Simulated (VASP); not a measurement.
Given:

```xyz
1
Lattice="3.1515 0.0000 0.0000 0.0000 3.1515 0.0000 0.0000 0.0000 3.1515" Properties=species:S:1:pos:R:3 pbc="T T T"
Sb     0.0000     0.0000     0.0000
```

These are PBEsol GGA, VASP's PBE PAW potentials (set 64) (plane waves; VASP 6.6.1) values and carry that method's errors. Settings: 300 eV cut-off, 14×14×14 Γ-centred mesh, Gaussian smearing of 0.27 eV, potentials Sb.

Task: Give the energies of bands 1 to 5 at the high-symmetry points, in eV from the Fermi level.

Result: 
```
band       Γ      X      M      R
----  ------  -----  -----  -----
1     -11.98  -9.72  -7.36  -4.75
2       3.20  -5.21  -3.26  -1.45
3       3.20   5.06  -3.26  -1.45
4       3.20   5.06   2.35  -1.45
5       6.97   8.99   6.92   4.94
```

It has no gap at this level: it comes out as a metal or semimetal.

The structure comes from a computed database's Sb entry (Pm-3m); how it stands against other phases isn't given here. The cell was not relaxed at this level.
